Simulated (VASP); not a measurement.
These are PBEsol GGA, VASP's PBE PAW potentials (set 64) (plane waves; VASP 6.6.1) values and carry that method's errors.

VASP input:

**INCAR**
```
ALGO  =  Normal   ! blocked Davidson
SIGMA  =  0.05   ! width (eV)
NSW  =  60
ISIF  =  3
LMAXMIX  =  4   ! l cut-off of mixed one-centre charges
LWAVE  =  F
NELM  =  100
EDIFFG  =  -0.01   ! ionic stop
ENCUT  =  480   ! plane-wave cut-off (eV)
LCHARG  =  F
LASPH  =  T   ! aspherical one-centre terms
LREAL  =  F   ! projection in real space or not
ISMEAR  =  0
IBRION  =  2   ! conjugate gradients
PREC  =  Accurate
EDIFF  =  1E-6   ! SCF stop (eV)
SYSTEM  =  ZnS
GGA  =  PS   ! PBEsol
```

File POSCAR:
```
ZnS
1
    0.0000000000     2.7050000000     2.7050000000
    2.7050000000     0.0000000000     2.7050000000
    2.7050000000     2.7050000000     0.0000000000
Zn S
1 1
Direct
  0.0000000000   0.0000000000   0.0000000000
  0.7500000000   0.7500000000   0.7500000000
```

### KPOINTS
```
kpoints
0
Gamma
 8 8 8
0 0 0
```

POTCAR, in this order: Zn S (PBE.64 set). Program: vasp_std.

What VASP printed:

**OSZICAR**
```
       N       E                     dE             d eps       ncg     rms          rms(c)
DAV:   1     0.818248882532E+02    0.81825E+02   -0.87235E+03   754   0.152E+03
DAV:   2    -0.238723054383E+01   -0.84212E+02   -0.79947E+02   819   0.268E+02
DAV:   3    -0.791820011116E+01   -0.55310E+01   -0.55037E+01   949   0.706E+01
DAV:   4    -0.798489065430E+01   -0.66691E-01   -0.66671E-01   824   0.826E+00
DAV:   5    -0.798593619462E+01   -0.10455E-02   -0.10455E-02   959   0.104E+00    0.683E+00
DAV:   6    -0.759954272664E+01    0.38639E+00   -0.10241E+00  1055   0.395E+01    0.532E+00
DAV:   7    -0.758475776479E+01    0.14785E-01   -0.32165E-01   794   0.598E+00    0.254E+00
DAV:   8    -0.758174813142E+01    0.30096E-02   -0.52029E-03   884   0.723E-01    0.671E-01
DAV:   9    -0.758154375476E+01    0.20438E-03   -0.81488E-04   869   0.347E-01    0.114E-01
DAV:  10    -0.758163015214E+01   -0.86397E-04   -0.18358E-04   858   0.194E-01    0.650E-02
DAV:  11    -0.758162897722E+01    0.11749E-05   -0.48554E-05   914   0.155E-01    0.889E-03
DAV:  12    -0.758162906116E+01   -0.83941E-07   -0.22970E-06   635   0.342E-02
   1 F= -.75816291E+01 E0= -.75816291E+01  d E =-.758163E+01
       N       E                     dE             d eps       ncg     rms          rms(c)
DAV:   1    -0.783999153611E+01   -0.25836E+00   -0.30949E+00   904   0.407E+01    0.367E+00
DAV:   2    -0.762000978407E+01    0.21998E+00   -0.89281E-01   899   0.337E+01    0.136E+00
DAV:   3    -0.759539431799E+01    0.24615E-01   -0.38052E-02  1039   0.376E+00    0.622E-01
DAV:   4    -0.758917189029E+01    0.62224E-02   -0.69036E-03   899   0.133E+00    0.328E-01
DAV:   5    -0.758817329664E+01    0.99859E-03   -0.11252E-03  1229   0.710E-01    0.884E-02
DAV:   6    -0.758810194008E+01    0.71357E-04   -0.30844E-04   809   0.205E-01    0.287E-02
DAV:   7    -0.758810307689E+01   -0.11368E-05   -0.17379E-05   859   0.377E-02    0.129E-02
DAV:   8    -0.758810272741E+01    0.34948E-06   -0.15728E-06   538   0.144E-02
   2 F= -.75881027E+01 E0= -.75881027E+01  d E =-.647367E-02
       N       E                     dE             d eps       ncg     rms          rms(c)
DAV:   1    -0.760050945134E+01   -0.12406E-01   -0.15099E-01   889   0.945E+00    0.781E-01
DAV:   2    -0.759026541423E+01    0.10244E-01   -0.35824E-02   894   0.590E+00    0.302E-01
DAV:   3    -0.758906355259E+01    0.12019E-02   -0.13999E-03   789   0.371E-01    0.138E-01
DAV:   4    -0.758876906914E+01    0.29448E-03   -0.15323E-04   887   0.208E-01    0.629E-02
DAV:   5    -0.758872114142E+01    0.47928E-04   -0.44037E-05  1157   0.141E-01    0.123E-02
DAV:   6    -0.758872088547E+01    0.25596E-06   -0.14031E-05   769   0.482E-02    0.592E-03
DAV:   7    -0.758872126941E+01   -0.38394E-06   -0.60742E-07   392   0.178E-02
   3 F= -.75887213E+01 E0= -.75887213E+01  d E =-.709221E-02
```

OUTCAR:
```
------------------------ aborting loop because EDIFF is reached ----------------------------------------
  FORCE on cell =-STRESS in cart. coord.  units (eV):
  Direction    XX          YY          ZZ          XY          YZ          ZX
  --------------------------------------------------------------------------------------
  Total       -0.0081035     -0.0081035     -0.0081035     -0.0000000     -0.0000000     -0.0000000
  in kB       -0.3372127     -0.3372127     -0.3372127     -0.0000000     -0.0000000     -0.0000000
  external PRESSURE =      -0.3372127 kB  Pullay stress =       0.0000000 kB
  volume of cell :       38.50
      direct lattice vectors                 reciprocal lattice vectors
     0.000000000  2.680089180  2.680089180    -0.186560956  0.186560956  0.186560956
     2.680089180 -0.000000000  2.680089180     0.186560956 -0.186560956  0.186560956
     2.680089180  2.680089180  0.000000000     0.186560956  0.186560956 -0.186560956
  FREE ENERGIE OF THE ION-ELECTRON SYSTEM (eV)
  ---------------------------------------------------
  free  energy   TOTEN  =        -7.5887212694 eV

  energy  without entropy=       -7.5887212694  energy(sigma->0) =       -7.58872127

 reached required accuracy - stopping structural energy minimisation
```
(Selected blocks of OUTCAR.)

### CONTCAR
```
ZnS
   1.00000000000000
     0.0000000000000000    2.6800891801974727    2.6800891801974727
     2.6800891801974727   -0.0000000000000000    2.6800891801974727
     2.6800891801974727    2.6800891801974727    0.0000000000000000
  Zn              S
     1     1
Direct
     0.0000000000000000    0.0000000000000000    0.0000000000000000
     0.7500000000000000    0.7500000000000000    0.7500000000000000
```

Energy and stress use the plane-wave basis of the starting cell.

The compound is ZnS in the zinc blende structure. This run relaxes it. Symmetry was kept, so distortions that lower it aren't found.
